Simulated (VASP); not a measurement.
Consider the following.

```
CELL_PARAMETERS angstrom
     -0.00182     5.76613     5.77457
      5.76613    -0.00182     5.77457
      2.88216     2.88216     0.00000
ATOMIC_POSITIONS crystal
  In 0.99925 0.99925 0.00151
  In 0.99907 0.50111 0.99982
  In 0.50111 0.99907 0.99982
  P  0.12502 0.12502 0.24996
  P  0.14130 0.61962 0.23908
  P  0.61962 0.14130 0.23908
  P  0.61485 0.61485 0.27029
  Ga 0.49979 0.49979 0.00043
```

The numbers are results of PBEsol GGA, VASP's PBE PAW potentials (set 64) (plane waves; VASP 6.6.1), not measurements. Settings: 400 eV cut-off, 4×4×8 Γ-centred mesh, tetrahedra with Blöchl corrections, potentials In_d P Ga_d.

Unless said otherwise, spin-orbit coupling is left out, though it shifts the bands of the heavy elements here.

### Question
Tabulate the total density of states (states/eV per cell) against energy (eV; zero at the valence-band maximum or, without a gap, the Fermi level).

### Answer

```csv
E (eV),DOS (states/eV)
-9.93,7.26
-9.62,4.97
-9.20,0.98
-8.89,0.00
-8.47,0.00
-8.15,0.00
-7.84,0.00
-7.42,0.00
-7.11,0.00
-6.69,0.00
-6.37,0.37
-5.95,4.13
-5.64,6.79
-5.33,5.17
-4.91,2.09
-4.59,1.90
-4.17,0.98
-3.86,0.73
-3.55,1.60
-3.13,5.56
-2.81,6.52
-2.39,7.24
-2.08,5.67
-1.76,6.98
-1.35,5.43
-1.03,6.25
-0.61,2.18
-0.30,1.41
0.02,0.00
0.44,0.00
0.75,0.01
1.17,0.11
1.48,0.66
1.90,2.69
2.22,4.84
2.53,6.28
2.95,7.42
3.26,5.09
3.68,2.83
4.00,3.97
```
Within 2 eV below the valence-band maximum the largest weight inside VASP's projection spheres is P p, then In p.

The structure was generated: GaIn3P4 was put into an ordered model structure (Amm2), which need not be its known phase. It was relaxed first.
